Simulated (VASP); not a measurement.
Method: PBE GGA, VASP's PBE PAW potentials (set 64) (plane waves; VASP).

VASP ran on this input.

**INCAR**
```
SYSTEM  =  CuAu
PREC  =  Accurate; ENCUT  =  400; LREAL  =  .FALSE.
LASPH  =  .TRUE.; ADDGRID  =  .TRUE.
EDIFF  =  1E-6; NELM  =  100; ALGO  =  Normal
LMAXMIX  =  6
ISMEAR  =  1; SIGMA  =  0.1
GGA  =  PE
ISIF  =  2
LWAVE  =  .FALSE.; LCHARG  =  .FALSE.
```

### KPOINTS
```
kpoints
0
Gamma
12 12 9
0 0 0
```

POSCAR:
```
CuAu
1
    2.8216350000     0.0000000000     0.0000000000
    0.0000000000     2.8129030000     0.0000000000
    0.0000000000     0.0000000000     3.6728890000
Cu Au
1 1
Direct
  0.0000000000   0.0000000000   0.0000000000
  0.5176750000   0.5000000000   0.5000000000
```

POTCAR, in this order: Cu Au (PBE.64 set). Program: vasp_std.

The run wrote:

OUTCAR:
```
 ion  position               nearest neighbor table
   1  0.000  0.000  0.000-   2 2.68   2 2.68   2 2.68   2 2.68   2 2.74   2 2.74   2 2.74   2 2.74
  LATTYP: Found a simple orthorhombic cell.
 ALAT       =     2.8129030000
 B/A-ratio  =     1.0031042663
 C/A-ratio  =     1.3057289924
 Subroutine PRICEL returns:
 Original cell was already a primitive cell.
 Subroutine GETGRP returns: Found  4 space group operations
The static configuration has the point symmetry C_2v.
The dynamic configuration has the point symmetry C_2v.
 Subroutine INISYM returns: Found  4 space group operations
 Subroutine IBZKPT returns following result:
 Found    245 irreducible k-points:

 Following reciprocal coordinates:
            Coordinates               Weight
  0.000000  0.000000  0.000000      1.000000
  0.083333  0.000000  0.000000      2.000000
  0.166667  0.000000  0.000000      2.000000
  0.250000  0.000000  0.000000      2.000000
  0.333333  0.000000  0.000000      2.000000
  0.416667  0.000000  0.000000      2.000000
  0.500000  0.000000  0.000000      1.000000
  0.000000  0.083333  0.000000      2.000000
  0.083333  0.083333  0.000000      4.000000
  0.166667  0.083333  0.000000      4.000000
  0.250000  0.083333  0.000000      4.000000
  0.333333  0.083333  0.000000      4.000000
  0.416667  0.083333  0.000000      4.000000
  0.500000  0.083333  0.000000      2.000000
  0.000000  0.166667  0.000000      2.000000
  0.083333  0.166667  0.000000      4.000000
  0.166667  0.166667  0.000000      4.000000
  0.250000  0.166667  0.000000      4.000000
  0.333333  0.166667  0.000000      4.000000
  0.416667  0.166667  0.000000      4.000000
  0.500000  0.166667  0.000000      2.000000
  0.000000  0.250000  0.000000      2.000000
  0.083333  0.250000  0.000000      4.000000
...
```

File OSZICAR:
```
       N       E                     dE             d eps       ncg     rms          rms(c)
DAV:   1     0.115140965258E+03    0.11514E+03   -0.97960E+03  7692   0.173E+03
DAV:   2    -0.428976544266E+01   -0.11943E+03   -0.11349E+03  7504   0.299E+02
DAV:   3    -0.798383316335E+01   -0.36941E+01   -0.36530E+01  9247   0.630E+01
DAV:   4    -0.802211139771E+01   -0.38278E-01   -0.38269E-01  8220   0.551E+00
DAV:   5    -0.802330730399E+01   -0.11959E-02   -0.11959E-02 11213   0.108E+00    0.116E+01
DAV:   6    -0.752196397935E+01    0.50134E+00   -0.84506E+00  7489   0.855E+01    0.555E+00
DAV:   7    -0.710813731900E+01    0.41383E+00   -0.32039E+00  9243   0.913E+01    0.585E+00
DAV:   8    -0.705136900314E+01    0.56768E-01   -0.25044E-01 10155   0.132E+01    0.287E+00
DAV:   9    -0.704398305745E+01    0.73859E-02   -0.28712E-02 11305   0.424E+00    0.243E-01
DAV:  10    -0.704323014586E+01    0.75291E-03   -0.59497E-03 10784   0.121E+00    0.126E-01
DAV:  11    -0.704320520450E+01    0.24941E-04   -0.25329E-04 11228   0.426E-01    0.396E-02
DAV:  12    -0.704319657624E+01    0.86283E-05   -0.31471E-05 11133   0.195E-01    0.393E-03
DAV:  13    -0.704319611231E+01    0.46394E-06   -0.93752E-07  5194   0.948E-03
   1 F= -.70431961E+01 E0= -.70430631E+01  d E =-.399098E-03
```

OUTCAR:
```
------------------------ aborting loop because EDIFF is reached ----------------------------------------
  FORCE on cell =-STRESS in cart. coord.  units (eV):
  Direction    XX          YY          ZZ          XY          YZ          ZX
  --------------------------------------------------------------------------------------
  Total        0.8555351      0.8944191      0.5884227      0.0000000      0.0000000      0.0000000
  in kB       47.0202606     49.1573270     32.3397452      0.0000000      0.0000000      0.0000000
  external PRESSURE =      42.8391109 kB  Pullay stress =       0.0000000 kB
  volume of cell :       29.15
      direct lattice vectors                 reciprocal lattice vectors
     2.821635000  0.000000000  0.000000000     0.354404450  0.000000000  0.000000000
     0.000000000  2.812903000  0.000000000     0.000000000  0.355504616  0.000000000
     0.000000000  0.000000000  3.672889000     0.000000000  0.000000000  0.272265239
 POSITION                                       TOTAL-FORCE (eV/Angst)
 -----------------------------------------------------------------------------------
      0.00000      0.00000      0.00000         0.178653      0.000000      0.000000
      1.46069      1.40645      1.83644        -0.178653      0.000000      0.000000
 -----------------------------------------------------------------------------------
    total drift:                                0.000036      0.000000      0.000000
  FREE ENERGIE OF THE ION-ELECTRON SYSTEM (eV)
  ---------------------------------------------------
  free  energy   TOTEN  =        -7.0431961123 eV

  energy  without entropy=       -7.0427970141  energy(sigma->0) =       -7.04306308
```
(Selected blocks of OUTCAR.)

### OUTCAR
```
 val. band max:        8.6368181238   @ k =   0.5000   0.1667   0.0000

 cond. band min:       8.6785461038   @ k =   0.1667   0.5000   0.0000


 Fermi energy:         8.6457321423

 k-point     1 :       0.0000    0.0000    0.0000
  band No.  band energies     occupation
      1      -1.0424      2.00000
      2       2.1388      2.00000
      3       2.2848      2.00000
      4       4.6439      2.00000
      5       4.6573      2.00000
      6       5.7005      2.00000
      7       5.9013      2.00000
      8       6.5814      2.00000
      9       7.0195      2.00000
     10       7.2369      2.00000
     11       7.2441      2.00000
     12      10.8980      0.00000
     13      16.8281      0.00000
     14      18.6232      0.00000
     15      18.7224      0.00000

 k-point     2 :       0.0833    0.0000    0.0000
  band No.  band energies     occupation
      1      -0.8822      2.00000
      2       2.2134      2.00000
      3       2.3807      2.00000
      4       4.5489      2.00000
      5       4.6944      2.00000
      6       5.6328      2.00000
      7       5.9260      2.00000
      8       6.5743      2.00000
      9       6.9518      2.00000
     10       7.0008      2.00000
     11       7.2108      2.00000
     12      11.3512      0.00000
     13      16.5461      0.00000
     14      17.8754      0.00000
     15      18.9968      0.00000

 k-point     3 :       0.1667    0.0000    0.0000
  band No.  band energies     occupation
      1      -0.4223      2.00000
      2       2.3770      2.00000
      3       2.7058      2.00000
      4       4.2820      2.00000
      5       4.8016      2.00000
      6       5.4426      2.00000
      7       5.9742      2.00000
      8       6.5528      2.00000
      9       6.5762      2.00000
     10       6.7882      2.00000
     11       7.1137      2.00000
     12      12.4426      0.00000
     13      15.0417      0.00000
     14      17.3638      0.00000
     15      19.7744      0.00000
...
```

Unless said otherwise, spin-orbit coupling is left out, though it shifts the bands of the heavy elements here.

The compound is CuAu in the L1_0 structure. The cell was not relaxed at this level, atoms are displaced from their ideal sites. The run is one of a series of settings (ADDGRID = .TRUE. against the base run), some of them coarse on purpose.
